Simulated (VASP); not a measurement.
Given:

```xyz
4
Lattice="4.3298 0.0000 0.0000 -2.1649 3.7497 0.0000 0.0000 0.0000 5.0475" Properties=species:S:1:pos:R:3 pbc="T T T"
Ba     0.0000     2.4998     0.0040
Ga     0.0000     0.0000     2.7464
Ge     2.1649     1.2499     2.2662
H      0.0000     0.0000     4.4722
```

Method: PBEsol GGA, VASP's PBE PAW potentials (set 64) (plane waves; VASP 6.6.1). Numerical set-up: 400 eV cut-off, Gaussian smearing of 0.050 eV, potentials Ba_sv Ga_d Ge_d H.

Unless said otherwise, spin-orbit coupling is left out, though it shifts the bands of the heavy elements here.

Q: Estimate the band gap (along the path) with the smallest direct gap where there is one.

A: 
```yaml
band gap (along the path): 0.23 eV
smallest direct gap (along the path): 0.37 eV
```

The absolute energy has meaning only against runs of the same code, potentials and settings.

The structure comes from a computed database's BaGaGeH entry (P3m1); how it stands against other phases isn't given here. It was relaxed first, which changed the volume by -6 %.
